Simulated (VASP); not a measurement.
Here is the system:

```xyz
2
Lattice="2.7600 0.0000 0.0000 -1.3800 2.3902 0.0000 0.0000 0.0000 4.4600" Properties=species:S:1:pos:R:3 pbc="T T T"
Re     1.3800     0.7967     3.3450
Re     0.0000     1.5935     1.1150
```

Computed with PBE GGA, VASP's PBE PAW potentials (set 64) (plane waves; VASP). Numerical set-up: 480 eV cut-off, 14×14×8 Γ-centred mesh, first-order Methfessel-Paxton smearing of 0.10 eV, potentials Re.

Q: The ions, cell shape and volume are relaxed. What does this cell relax into?

A: 
```xyz
2
Lattice="2.7724 0.0000 0.0000 -1.3862 2.4010 0.0000 0.0000 0.0000 4.4859" Properties=species:S:1:pos:R:3 pbc="T T T"
Re     1.3862     0.8003     3.3644
Re     0.0000     1.6006     1.1215
```
Space group P6_3/mmc (194), at a tolerance of 0.03 Å.

Q: How do energy and volume change from the first to the last step?

A: The energy (σ→0) changes by -3.9 meV/atom and the volume by +1.5 %, in 9 ionic steps.

The compound is Re in the hcp structure. This run relaxes it. Symmetry was kept, so distortions that lower it aren't found.
